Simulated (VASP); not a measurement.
Write the native input for VASP 6.6.1 that does the following.

| Quantity | Value |
| --- | --- |
| Task | relaxation of cell and atoms |
| Functional | PBE |
| Potentials or basis | VASP PAW PBE potentials, release 64 (Be, Cd, Se) |
| Cutoff | 520 eV |
| k mesh | 4 × 4 × 4 |
| Occupations | gaussian, width 0.03 eV |
| Spin | no spin polarisation |
| Further INCAR settings | ALGO = Normal; EDIFF = 1e-07; IBRION = 2; POTIM = 0.3; EDIFFG = -0.005; NSW = 60; ISIF = 3 |

The structure of Be3CdSe4 lies in POSCAR:

```
Be3CdSe4                                
1.0
    7.6784915641      0.0000000000      0.0000000000
    0.0000000000      6.6136712468      0.0000000000
    0.0000000000      0.0000000000      6.2972826279
  Be              Cd              Se            
     6     2     8
Direct
     0.5000000000000000    0.1826894789845545    0.4974987674341873
     0.7492528268659693    0.6614963997311915    0.4971146173459272
     0.2507471731340307    0.6614963997311915    0.4971146173459272
     0.0000000000000000    0.8173105210154454    0.9974987674341874
     0.2492528268659694    0.3385036002688085    0.9971146173459272
     0.7507471731340307    0.3385036002688085    0.9971146173459272
     0.0000000000000000    0.1623009950681087    0.5031575621643323
     0.5000000000000000    0.8376990049318913    0.0031575621643322
     0.5000000000000000    0.2124789578202251    0.8566255446673831
     0.7765452908324282    0.6487057613548606    0.8558946263996517
     0.2234547091675718    0.6487057613548606    0.8558946263996517
     0.5000000000000000    0.8449909224369579    0.4214421782429384
     0.0000000000000000    0.7875210421797750    0.3566255446673832
     0.2765452908324282    0.3512942386451394    0.3558946263996518
     0.7234547091675718    0.3512942386451394    0.3558946263996518
     0.0000000000000000    0.1550090775630418    0.9214421782429384
```

The cell was built by a generator and needn't be a form met in nature.

These files were run (other wordings do the same):

INCAR

```
ALGO     = Normal         # electronic algorithm
EDIFF    = 1E-7           # SCF threshold, eV
EDIFFG   = -0.005         # ionic threshold
ENCUT    = 520            # plane-wave cutoff, eV
GGA      = PE             # functional
IBRION   = 2              # ionic algorithm
ISIF     = 3              # what is computed and relaxed
ISMEAR   = 0              # smearing method
KPAR     = 8            
LASPH    = True           # aspherical terms in the spheres
LCHARG   = False          # write CHGCAR
LREAL    = False          # projectors in reciprocal space
LWAVE    = False          # write WAVECAR
NELM     = 120            # most SCF steps
NSW      = 60             # ionic steps
POTIM    = 0.3            # step
PREC     = Accurate       # precision mode
SIGMA    = 0.03           # smearing width, eV
```

KPOINTS

```
k-points
0
Gamma
  4 4 4
```

Potentials or basis: VASP PAW PBE potentials, release 64 (Be, Cd, Se).

The run is started by

```bash
$ cat potpaw_PBE.64/Be/POTCAR potpaw_PBE.64/Cd/POTCAR potpaw_PBE.64/Se/POTCAR > POTCAR
$ mpirun -np 8 vasp_std > vasp.out
```

It gave:

```
Relaxed volume                         : 19.98 Å³/atom
Relaxed cell                           : a = 7.678 Å, b = 6.613 Å, c = 6.297 Å, α = 90.00°, β = 90.00°, γ = 90.00°
Space group after relaxing (to 0.05 Å) : Pmn2_1 (No. 31)
Energy gained by relaxing              : 0.0 meV/atom
Ionic steps                            : 3
Pressure after relaxing                : 0.0 GPa
Largest force after relaxing           : 0.005 eV/Å
Band gap on the k mesh                 : 2.49 eV, direct
```

Wall time 100 s on 8 MPI ranks on Intel(R) Xeon(R) 6975P-C (Granite Rapids) (shared host), peak memory 0.65 GiB a rank.
